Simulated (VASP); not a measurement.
# InAg3 with r2SCAN: from relaxation to properties, part 2 of 2

Aim: relax InAg3, then compute properties on the relaxed cell. The start is a cell from a database of measured crystal structures.

VASP 6.6.1; r2SCAN; plane waves and PAW (In_d, Ag).

Still holding for the runs below: The k-mesh is coarse for a metal.

So far. Step 13 (Volume scan with r2SCAN (run 7)): The run ends at a pressure of -4.60 GPa. Step 14 (Fit for r2SCAN): The fitted volume lies +0.36 % from the relaxed one. At a finite cutoff and mesh the minimum of the energy and the zero of the stress don't quite coincide, and the relaxation stops at a threshold.

## 15. Electric field gradients (r2SCAN)

This step: r2SCAN; plane waves and PAW (In_d, Ag) (VASP 6.6.1).

Field gradients probe how far the charge around each nucleus departs from cubic symmetry; LASPH keeps the non-spherical terms inside the spheres.

The input, INCAR:

```
SYSTEM = InAg3
PREC = Accurate
ENCUT = 400
EDIFF = 1E-07
NELM = 100
ISMEAR = 1
SIGMA = 0.2
LREAL = .FALSE.
ALGO = Normal
METAGGA = R2SCAN
LASPH = .TRUE.
NBANDS = 29
LORBIT = 11
LWAVE = .FALSE.
LCHARG = .FALSE.
KPAR = 4
LEFG = .TRUE.
```

The input, POSCAR:

```
InAg3
1.0
    4.1818040889      0.0000000000      0.0000000000
    0.0000000000      4.1818040889      0.0000000000
    0.0000000000      0.0000000000      4.1818040889
In Ag
1 3
Direct
    0.0000000000      0.0000000000      0.0000000000
    0.0000000000      0.5000000000      0.5000000000
    0.5000000000      0.0000000000      0.5000000000
    0.5000000000      0.5000000000      0.0000000000
```

The input, KPOINTS:

```
Automatic mesh
0
Gamma
7 7 7
0 0 0
```

Potentials, in the order of the species: In_d and Ag (PBE family, release 64).

The run is started by

```console
mpirun -np 4 vasp_std
```

Elapsed: 21 s, on 4 MPI ranks of Intel Xeon 6975P-C (Granite Rapids), shared host; peak memory 0.67 GiB.

This step gave:

- SCF cycles: 18
- free energy (TOTEN): -86.8479 eV
- Fermi energy: 8.929 eV
- pressure: 0.08600 GPa

Electric field gradients, by row:

```csv
atom,Vxx (V/Å²),Vyy (V/Å²),Vzz (V/Å²),asymmetry
In1,0,0,0,-
Ag2,9.047,9.047,-18.09,0
Ag3,9.047,9.047,-18.09,0
Ag4,9.047,9.047,-18.09,0
```

The largest gradient, -18.09 V/Å², sits on Ag2 and like sites; the stable nuclei of Ag have no quadrupole moment in their ground state, so NMR and NQR don't see it.

## 16. Volume scan with r2SCAN (run 8)

Edit INCAR of step 15 so:

```diff
@@ -3,3 +3,3 @@
 ENCUT = 400
-EDIFF = 1E-07
+EDIFF = 1E-06
 NELM = 100
@@ -16,2 +16,2 @@
 KPAR = 4
-LEFG = .TRUE.
+ISIF = 2
```

The input, POSCAR:

```
InAg3
1.0
    4.0964371949      0.0000000000      0.0000000000
    0.0000000000      4.0964371949      0.0000000000
    0.0000000000      0.0000000000      4.0964371949
In Ag
1 3
Direct
    0.0000000000      0.0000000000      0.0000000000
    0.0000000000      0.5000000000      0.5000000000
    0.5000000000      0.0000000000      0.5000000000
    0.5000000000      0.5000000000      0.0000000000
```

KPOINTS is that of step 15.

The run is started by

```console
mpirun -np 4 vasp_std
```

The job ended after 19 s (4 MPI ranks; peak memory 0.65 GiB).

The pressure here is 7.15 GPa.

The run ends at a pressure of 7.15 GPa.

## 17. Volume scan with r2SCAN (run 9)

INCAR is that of step 16.

The input, POSCAR:

```
InAg3
1.0
    4.1252862946      0.0000000000      0.0000000000
    0.0000000000      4.1252862946      0.0000000000
    0.0000000000      0.0000000000      4.1252862946
In Ag
1 3
Direct
    0.0000000000      0.0000000000      0.0000000000
    0.0000000000      0.5000000000      0.5000000000
    0.5000000000      0.0000000000      0.5000000000
    0.5000000000      0.5000000000      0.0000000000
```

KPOINTS is that of step 16.

The run is started by

```console
mpirun -np 4 vasp_std
```

Run time: 18 s. Hardware: 4 MPI ranks; peak memory 0.65 GiB; 70 s of CPU time.

The pressure falls from 7.15 to 4.47 GPa.

The run ends at a pressure of 4.47 GPa.

## 18. Volume scan with r2SCAN (run 10)

INCAR is that of step 17.

The input, POSCAR:

```
InAg3
1.0
    4.1537374440      0.0000000000      0.0000000000
    0.0000000000      4.1537374440      0.0000000000
    0.0000000000      0.0000000000      4.1537374440
In Ag
1 3
Direct
    0.0000000000      0.0000000000      0.0000000000
    0.0000000000      0.5000000000      0.5000000000
    0.5000000000      0.0000000000      0.5000000000
    0.5000000000      0.5000000000      0.0000000000
```

KPOINTS is that of step 17.

The run is started by

```console
mpirun -np 4 vasp_std
```

Wall time 17 s (4 MPI ranks); peak memory 0.66 GiB; 64 s of CPU time.

The pressure falls from 4.47 to 2.07 GPa.

The run ends at a pressure of 2.07 GPa.

## 19. Volume scan with r2SCAN (run 11)

INCAR is that of step 18.

The input, POSCAR:

```
InAg3
1.0
    4.1818040889      0.0000000000      0.0000000000
    0.0000000000      4.1818040889      0.0000000000
    0.0000000000      0.0000000000      4.1818040889
In Ag
1 3
Direct
    0.0000000000      0.0000000000      0.0000000000
    0.0000000000      0.5000000000      0.5000000000
    0.5000000000      0.0000000000      0.5000000000
    0.5000000000      0.5000000000      0.0000000000
```

KPOINTS is that of step 18.

The run is started by

```console
mpirun -np 4 vasp_std
```

Run time: 18 s. Hardware: 4 MPI ranks; peak memory 0.65 GiB; 72 s of CPU time.

The pressure falls from 2.07 to 0.08 GPa.

The run ends at a pressure of 0.08 GPa.

## 20. Volume scan with r2SCAN (run 12)

INCAR is that of step 19.

The input, POSCAR:

```
InAg3
1.0
    4.2094989628      0.0000000000      0.0000000000
    0.0000000000      4.2094989628      0.0000000000
    0.0000000000      0.0000000000      4.2094989628
In Ag
1 3
Direct
    0.0000000000      0.0000000000      0.0000000000
    0.0000000000      0.5000000000      0.5000000000
    0.5000000000      0.0000000000      0.5000000000
    0.5000000000      0.5000000000      0.0000000000
```

KPOINTS is that of step 19.

The run is started by

```console
mpirun -np 4 vasp_std
```

Elapsed: 17 s, on 4 MPI ranks; peak memory 0.64 GiB; 67 s of CPU time.

The pressure falls from 0.08 to -1.69 GPa, so it vanishes between these two volumes.

## 21. Volume scan with r2SCAN (run 13)

INCAR is that of step 20.

The input, POSCAR:

```
InAg3
1.0
    4.2368341376      0.0000000000      0.0000000000
    0.0000000000      4.2368341376      0.0000000000
    0.0000000000      0.0000000000      4.2368341376
In Ag
1 3
Direct
    0.0000000000      0.0000000000      0.0000000000
    0.0000000000      0.5000000000      0.5000000000
    0.5000000000      0.0000000000      0.5000000000
    0.5000000000      0.5000000000      0.0000000000
```

KPOINTS is that of step 20.

The run is started by

```console
mpirun -np 4 vasp_std
```

Run time: 14 s. Hardware: 4 MPI ranks; peak memory 0.67 GiB.

The pressure falls from -1.69 to -3.26 GPa.

The run ends at a pressure of -3.26 GPa.

## 22. Volume scan with r2SCAN (run 14)

INCAR is that of step 21.

The input, POSCAR:

```
InAg3
1.0
    4.2638210699      0.0000000000      0.0000000000
    0.0000000000      4.2638210699      0.0000000000
    0.0000000000      0.0000000000      4.2638210699
In Ag
1 3
Direct
    0.0000000000      0.0000000000      0.0000000000
    0.0000000000      0.5000000000      0.5000000000
    0.5000000000      0.0000000000      0.5000000000
    0.5000000000      0.5000000000      0.0000000000
```

KPOINTS is that of step 21.

The run is started by

```console
mpirun -np 4 vasp_std
```

Wall time 18 s (4 MPI ranks); peak memory 0.66 GiB.

The pressure falls from -3.26 to -4.60 GPa.

The run ends at a pressure of -4.60 GPa.

## 23. Comparing the runs

Times are for 4 MPI ranks of Intel Xeon 6975P-C (Granite Rapids), shared host. The series side by side:

```csv
no.,volume scale,energy above the lowest point (meV/atom),pressure (GPa),time,memory (GiB)
1,0.94,25.1,7.147,23 s,0.64
2,0.94,25.1,7.147,19 s,0.65
3,0.96,11.2,4.472,18 s,0.67
4,0.96,11.2,4.472,18 s,0.65
5,0.98,3.09,2.071,16 s,0.65
6,0.98,3.09,2.071,17 s,0.66
7,1,0,0.08395,18 s,0.65
8,1,0,0.08395,18 s,0.65
9,1.02,1.32,-1.687,18 s,0.67
10,1.02,1.32,-1.687,17 s,0.64
11,1.04,6.39,-3.262,19 s,0.66
12,1.04,6.39,-3.262,14 s,0.67
13,1.06,14.68,-4.596,19 s,0.67
14,1.06,14.68,-4.596,18 s,0.66
```

## 24. Fit for r2SCAN (run 2)

This step: Birch-Murnaghan fit, r2SCAN; plane waves and PAW (VASP 6.6.1).

Derived from the runs above.

Energy above the fitted minimum against volume:

```csv
volume (Å³/atom),energy above the fitted minimum (eV/atom)
17.185,0.0251
17.551,0.0112
17.917,0.00314
18.282,5.0e-5
18.648,0.00137
19.014,0.00644
19.379,0.0147
```

The fitted volume lies +0.36 % from the relaxed one. At a finite cutoff and mesh the minimum of the energy and the zero of the stress don't quite coincide, and the relaxation stops at a threshold.

## 25. Summary of results

```json
{
  "relaxed volume": "18.28 Å³/atom",
  "relaxed conventional cell a, b, c": "4.182, 4.182, 4.182 Å",
  "space group after relaxing, within 0.02 Å": "Pm-3m (No. 221)",
  "band gap": "none, a metal",
  "DOS at the Fermi level": "1.16 states/eV/cell",
  "bulk modulus from the fit": "93.2 GPa",
  "volume from the fit": "18.3 Å³/atom",
  "largest field gradient Vzz": "-18.09 V/Å² on Ag2"
}
```

In words: With r2SCAN, InAg3 relaxes to 18.28 Å³/atom in space group Pm-3m (held by the symmetry of the run), comes out as a metal and has a bulk modulus of 93.2 GPa. Against the listed cell the volume lies +2.8 %. Bands along the symmetry lines (r2SCAN): Of the bands kept, 3 cross the Fermi level on this path. Spin-orbit coupling is left out, and with elements this heavy it would split and shift bands near the Fermi level. The k-sampling is coarse for a metal, so the Fermi level, pressures and the shape of the cell carry errors. No search among competing phases was made, and a listed structure need not be the one stable at ambient conditions. All values are for a static lattice at zero temperature.

[Lines on the potential files, build, host, timing and source positions are cut from VASP's logs without a mark.]

[Logs are printed without paths, hosts, clocks, repeated set-up lines and the standing remarks that a program may print on its own settings, such as how far it seeks lower states.]

[Hosts, paths, dates, database ids (printed as entryN), source tags and the programs' standing remarks are cut or masked in the printed files.]

[A measured line is paired with the nearest computed mode of its activity, which favours agreement.]
